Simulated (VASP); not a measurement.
# SiO2 (quartz): computed properties

Level of theory: PBEsol GGA, VASP's PBE PAW potentials (set 64) (plane waves; VASP 6.6.1).

| Item | Result |
|---|---|
| space group | P3_221 (154) |
| cell | a = b = 4.953 Å, c = 5.444 Å, α = β = 90.00°, γ = 120.00° |
| volume per atom | 12.85 Å³/atom |
| band gap (over mesh and band path) | 5.70 eV |
| smallest direct gap (over mesh and band path) | 6.00 eV |
| band-edge character | indirect, K to Γ |
| density | 2.59 g/cm³ |
| mean ε∞ (independent particles) | 2.56 |

Space group P3₂21 (No. 154); a = b = 4.953 Å, c = 5.444 Å, α = β = 90.00°, γ = 120.00°

```json
[
 {"atom": "Si", "site": "3a", "symmetry": ".2.", "x": "0.5301", "y": "0.5301", "z": "0.0000"},
 {"atom": "O", "site": "6c", "symmetry": "1", "x": "0.2672", "y": "0.4126", "z": "0.2145"}
]
```

Measured: gap 9.70 eV (computed value off by -4.00 eV), as given by Wei Chen et al., Physical Review Materials (2018), doi:10.1103/physrevmaterials.2.073803 [computed exciton binding energy of 1.2 eV added to the absorption spectrum's value]; a 4.914 Å at 298 K (computed value off by +0.8 %), c 5.405 Å at 298 K (computed value off by +0.7 %), as given by John P. Sutter et al., (2016), arXiv:1612.07049. The calculation is for a static lattice, while the measured a, c hold thermal and zero-point effects, which are part of the difference.

The compound is SiO2 in the quartz structure. It was relaxed first. Symmetry was kept, so distortions that lower it aren't found.
